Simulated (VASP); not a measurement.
Pb:

```
CELL_PARAMETERS angstrom
0.00000 2.47502 2.47502
2.47502 0.00000 2.47502
2.47502 2.47502 0.00000
ATOMIC_POSITIONS crystal
Pb 0.00000 0.00000 0.00000
```

| Property | Result |
| --- | --- |
| Program | VASP 6.6.1 |
| Task | relaxation of cell and atoms |
| Functional | PBE |
| Potentials or basis | VASP PAW PBE potentials, release 64 (Pb_d) |
| Cutoff | 600 eV |
| k mesh | 14 × 14 × 14 |
| Occupations | gaussian, width 0.1 eV |
| Spin | no spin polarisation |

At the start: pressure 2.4 GPa; volume 30.32 Å³/atom.

**Question.** Where does the relaxation end?

**Answer.** Over 3 steps the energy falls by 12.2 meV/atom and the volume is 32.00 Å³/atom (+5.5 %); space group Fm-3m (No. 225, to 0.05 Å).

Step by step:
```
step  energy change (eV)  largest force (eV/Å)  pressure (GPa)  volume (Å³)
   1              0.0000                0.0000            2.44        30.32
   2             -0.0116                0.0000           -0.46        32.40
   3             -0.0122                0.0000            0.01        32.00
```

Final structure:
```
Pb
1.0
     0.00000    2.51995    2.51995
     2.51995    0.00000    2.51995
     2.51995    2.51995    0.00000
Pb
1
Direct
  0.00000 0.00000 0.00000
```
